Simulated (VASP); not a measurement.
Runs of VASP 6.6.1 on Mg6CrCd. The structure is orthorhombic, space group Amm2 (No. 38). The conventional cell has a = 5.007 Å, b = 6.271 Å, c = 10.893 Å, α = 90.00°, β = 90.00°, γ = 90.00°. Cd (site symmetry mm2) is surrounded by 10 Mg at 3.10 to 3.15 Å and 2 Cr at 3.14 Å. Cr (site symmetry mm2) has 10 Mg at 3.06 to 3.16 Å and 2 Cd at 3.14 Å as nearest neighbours. Mg (site symmetry mm2) has 10 Mg at 3.10 to 3.14 Å and 2 Cd at 3.10 Å as nearest neighbours. Mg (site symmetry mm2) is surrounded by 2 Cr at 3.06 Å and 10 Mg at 3.07 to 3.22 Å. Mg (site symmetry m) is surrounded by 8 Mg at 3.06 to 3.22 Å and 2 Cr at 3.07 Å and 2 Cd at 3.10 Å. Around Mg (site symmetry m) lie 8 Mg at 3.10 to 3.16 Å and 2 Cr at 3.13 to 3.16 Å and 2 Cd at 3.13 to 3.15 Å. The cell comes from a database or a generator and needn't be the stable form of this composition.

```csv
task,level,potentials or basis,U,cell,k mesh,smearing,LDAUTYPE,hund's J,k mesh for the DOS,occupations for the DOS,pressure (GPa),moment (μB),largest force (eV/Å)
band structure,LDA+U,"VASP PAW LDA potentials, release 64 (Cd, Cr_pv, Mg)",Cr d U = 2 eV,cell strained at random at fixed volume,5 × 4 × 4,gaussian 0.1 eV,-,-,-,-,-3.3,4.47,0.08
density of states,PBE+TS-HI+U,"VASP PAW PBE potentials, release 64 (Cd, Cr_pv, Mg)","Cr d U = 6.2 eV, J = 1.0 eV",volume scaled by 1.04,6 × 5 × 5,methfessel-paxton 0.1 eV,2,1,9 × 8 × 8,tetrahedron,-,4.78,-
single point,LDA,"VASP PAW LDA potentials, release 64 (Cd, Cr_pv, Mg)",-,as given,6 × 5 × 5,gaussian 0.1 eV,-,-,-,-,-4.0,(b),0.10
density of states,LDA+U,"VASP PAW LDA potentials, release 64 (Cd, Cr_pv, Mg)","Cr d U = 4.5 eV, J = 1.0 eV",as given,6 × 5 × 5,methfessel-paxton 0.1 eV,2,1,9 × 8 × 8,tetrahedron,-,(a),-
```

Alike in all rows: spin collinear, ferromagnetic start; cutoff (eV) 520.

Estimate the missing entries.

(a) 4.71; (b) 4.23.

Caveats: the U is typed as a test and isn't derived for this compound (some runs); tetrahedron occupations give inexact forces and stress in metals (some runs); pairwise dispersion overbinds metals, which lowers pressure and volume (some runs).
